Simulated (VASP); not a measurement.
All values below come from PBEsol GGA, VASP's PBE PAW potentials (set 64) (plane waves; VASP 6.6.1).

VASP input:

**KPOINTS**
```
Automatic mesh
0
Gamma
15 15 4
0 0 0
```

**POSCAR**
```
Au3Pt
1
    0.0000000000     2.0180585054     2.0180585054
    2.0180585054     0.0000000000     2.0180585054
    8.0647224417     8.0647224417     0.0075115798
Pt Au
1 3
Direct
  0.0000000000   0.0000000000   0.0000000000
  0.0054404317   0.0054404317   0.2459196763
  0.0000000000   0.0000000000   0.5000000000
  0.9945595683   0.9945595683   0.7540803237
```

**INCAR**
```
# general
SYSTEM   =  Au3Pt
PREC     =  Accurate
ENCUT    =  400
LREAL    =  .FALSE.
LASPH    =  .TRUE.   # aspherical one-centre terms

# electronic loop
EDIFF    =  1E-7   # SCF stop (eV)
NELM     =  100   # most electronic steps
ALGO     =  Normal   # blocked Davidson
LMAXMIX  =  6

# smearing
ISMEAR   =  -5

# functional
GGA      =  PS

# ions
ISIF     =  2   # forces and stress, cell fixed

# output
LWAVE    =  .FALSE.
LCHARG   =  .TRUE.
LORBIT   =  11
NEDOS    =  601   # DOS grid

# other
LEFG     =  .TRUE.
```

POTCAR, in this order: Pt Au (PBE.64 set). Program: vasp_std.

The run wrote:

**OUTCAR**
```
 ion  position               nearest neighbor table
   1  0.000  0.000  0.000-   4 2.82   4 2.82   2 2.82   2 2.82   2 2.82   4 2.82
   2  0.005  0.005  0.246-   1 2.82   1 2.82   1 2.82   3 2.88   3 2.88   3 2.88
   3  0.000  0.000  0.500-   2 2.88   4 2.88   2 2.88   2 2.88   4 2.88   4 2.88
   4  0.995  0.995  0.754-   1 2.82   1 2.82   1 2.82   3 2.88   3 2.88   3 2.88
  LATTYP: Found a trigonal (rhomboedric) cell.
 ALAT       =     9.4527218956
 COS(alpha) =     0.9544221596
 Subroutine PRICEL returns:
 Original cell was already a primitive cell.
 Subroutine GETGRP returns: Found 12 space group operations
The static configuration has the point symmetry D_3d.
The dynamic configuration has the point symmetry D_3d.
 Subroutine INISYM returns: Found 12 space group operations
 Subroutine IBZKPT returns following result:
 Found    248 irreducible k-points:

 Following reciprocal coordinates:
            Coordinates               Weight
  0.000000  0.000000  0.000000      1.000000
  0.066667  0.000000 -0.000000      4.000000
  0.133333  0.000000 -0.000000      4.000000
  0.200000  0.000000 -0.000000      4.000000
  0.266667  0.000000 -0.000000      4.000000
  0.333333  0.000000  0.000000      4.000000
...
```

OSZICAR:
```
       N       E                     dE             d eps       ncg     rms          rms(c)
DAV:   1     0.236120502047E+03    0.23612E+03   -0.19081E+04 12824   0.132E+03
DAV:   2    -0.143808725518E+02   -0.25050E+03   -0.24324E+03 14756   0.311E+02
DAV:   3    -0.201935453356E+02   -0.58127E+01   -0.57453E+01 13287   0.474E+01
DAV:   4    -0.202505901328E+02   -0.57045E-01   -0.56951E-01 13584   0.470E+00
DAV:   5    -0.202513060530E+02   -0.71592E-03   -0.71519E-03 13686   0.516E-01    0.213E+01
DAV:   6    -0.190583958747E+02    0.11929E+01   -0.74271E+00 13683   0.248E+01    0.144E+01
DAV:   7    -0.192963955895E+02   -0.23800E+00   -0.10504E+01 13337   0.226E+01    0.937E+00
DAV:   8    -0.186980402547E+02    0.59836E+00   -0.29211E+00 13415   0.181E+01    0.231E+00
DAV:   9    -0.187089775237E+02   -0.10937E-01   -0.37582E-01 13747   0.408E+00    0.151E+00
DAV:  10    -0.186887308436E+02    0.20247E-01   -0.14539E-01 13372   0.309E+00    0.214E-01
DAV:  11    -0.186887316924E+02   -0.84884E-06   -0.31489E-03 13042   0.470E-01    0.125E-01
DAV:  12    -0.186886794868E+02    0.52206E-04   -0.30893E-04 13364   0.129E-01    0.483E-02
DAV:  13    -0.186886737269E+02    0.57599E-05   -0.33363E-05 13143   0.507E-02    0.124E-02
DAV:  14    -0.186886734532E+02    0.27369E-06   -0.62391E-06 13178   0.223E-02    0.295E-03
DAV:  15    -0.186886733248E+02    0.12839E-06   -0.47148E-07 10486   0.455E-03    0.188E-03
DAV:  16    -0.186886732368E+02    0.87956E-07   -0.78493E-08  6379   0.233E-03
   1 F= -.18688673E+02 E0= -.18688673E+02  d E =0.000000E+00
```

OUTCAR:
```
------------------------ aborting loop because EDIFF is reached ----------------------------------------
  FORCE on cell =-STRESS in cart. coord.  units (eV):
  Direction    XX          YY          ZZ          XY          YZ          ZX
  --------------------------------------------------------------------------------------
  Total        0.0287590      0.0287590      0.0287590      0.1443304     -0.1443304     -0.1443304
  in kB        0.7017771      0.7017771      0.7017771      3.5219540     -3.5219540     -3.5219540
  external PRESSURE =       0.7017771 kB  Pullay stress =       0.0000000 kB
  volume of cell :       65.66
      direct lattice vectors                 reciprocal lattice vectors
     0.000000000  2.018058505  2.018058505    -0.247878325  0.247647448  0.247878325
     2.018058505  0.000000000  2.018058505     0.247647448 -0.247878325  0.247878325
     8.064722442  8.064722442  0.007511580     0.062027300  0.062027300 -0.062027300
 POSITION                                       TOTAL-FORCE (eV/Angst)
 -----------------------------------------------------------------------------------
      0.00000      0.00000      0.00000         0.000000      0.000000      0.000000
      1.99425      1.99425      0.02381         0.018248      0.018248     -0.018248
      4.03236      4.03236      0.00376         0.000000      0.000000      0.000000
      8.08853      8.08853      4.01982        -0.018248     -0.018248      0.018248
 -----------------------------------------------------------------------------------
    total drift:                                0.000000      0.000000     -0.000000
  FREE ENERGIE OF THE ION-ELECTRON SYSTEM (eV)
  ---------------------------------------------------
  free  energy   TOTEN  =       -18.6886732368 eV

  energy  without entropy=      -18.6886732368  energy(sigma->0) =      -18.68867324

 total charge

# of ion       s       p       d       tot
------------------------------------------
    1        0.586   0.500   8.072   9.158
    2        0.543   0.394   8.746   9.682
    3        0.542   0.377   8.751   9.670
    4        0.543   0.394   8.746   9.682
--------------------------------------------------
tot          2.214   1.665  34.314  38.193

 Electric field gradients after diagonalization (V/A^2)
 (convention: |V_zz| > |V_xx| > |V_yy|)
----------------------------------------------------------------------
 ion       V_xx      V_yy      V_zz     asymmetry (V_yy - V_xx)/ V_zz
----------------------------------------------------------------------
   1      18.987    18.986   -37.973       0.000
   2      11.733    11.732   -23.466       0.000
   3      -2.015    -2.015     4.030       0.000
   4      11.733    11.732   -23.466       0.000
```
(Selected blocks of OUTCAR.)

For a metal the tetrahedron method with Blöchl corrections gives inexact stress and forces.

The structure was generated: Au3Pt was put into an ordered model structure (R-3m), which need not be its known phase. It was relaxed first. The electron count is odd and the run is not spin-polarised, which forces a metal.
